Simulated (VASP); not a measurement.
An input for Ansatz (written as the equivalent of a VASP run, and not itself run):

Ansatz 0.2 input:
```yaml
crystal:
  lattice:
    - [1.4300076, -2.4768458, 0.0000000]
    - [1.4300076, 2.4768458, 0.0000000]
    - [0.0000000, 0.0000000, 4.5222677]
  atoms:
    - { symbol: Ti, position: [0.3333330, 0.6666670, 0.2500000] }
    - { symbol: Ti, position: [0.6666670, 0.3333330, 0.7500000] }
kpoints:
  mp_grid: { grid: [15, 15, 8] }
hamiltonian:
  xc: pbesol
  pseudopotentials: { kind: paw }
scf:
  occupations: { method: methfessel_paxton, width: 0.1 }
  max_iter: 100
relax:
  max_steps: 40
  f_tol: 0.02
  cell: { p_target: 10 }
output: { forces: true, stress: true, eigenvalues: true }
```

**Question.** Translate this input to VASP (INCAR, KPOINTS, POSCAR, choice of POTCAR).

**Answer.** One answer among several that fit: 
**INCAR**
```
SYSTEM = Ti
PREC = Accurate
ENCUT = 500
EDIFF = 1E-6
NELM = 100
ALGO = Normal
LREAL = .FALSE.
LASPH = .TRUE.
ISMEAR = 1
SIGMA = 0.1
GGA = PS
LMAXMIX = 4
LWAVE = .FALSE.
LCHARG = .FALSE.
IBRION = 2
ISIF = 3
NSW = 40
EDIFFG = -0.02
PSTRESS = 100
```

File KPOINTS:
```
Regular mesh
0
gamma
 15 15 8
0 0 0
```

POSCAR:
```
Ti
1
    1.4300075709    -2.4768458256    -0.0000000000
    1.4300075709     2.4768458256    -0.0000000000
    0.0000000000    -0.0000000000     4.5222676937
Ti
2
Direct
  0.3333330000   0.6666670000   0.2500000000
  0.6666670000   0.3333330000   0.7500000000
```

POTCAR, in this order: Ti_sv (PBE.64 set). Program: vasp_std.

The two are equivalent in intent, not identical: each code has its own PAW files, so the cut-off isn't converted (ENCUT is set for VASP's; basis.ecutwfc is left out, and Ansatz then takes the one that its files recommend); Ansatz stops its SCF on the density residual and VASP on the energy change (EDIFF).

The compound is Ti in the hcp structure. This run relaxes it under an external pressure of 10 GPa. Symmetry was kept, so distortions that lower it aren't found.
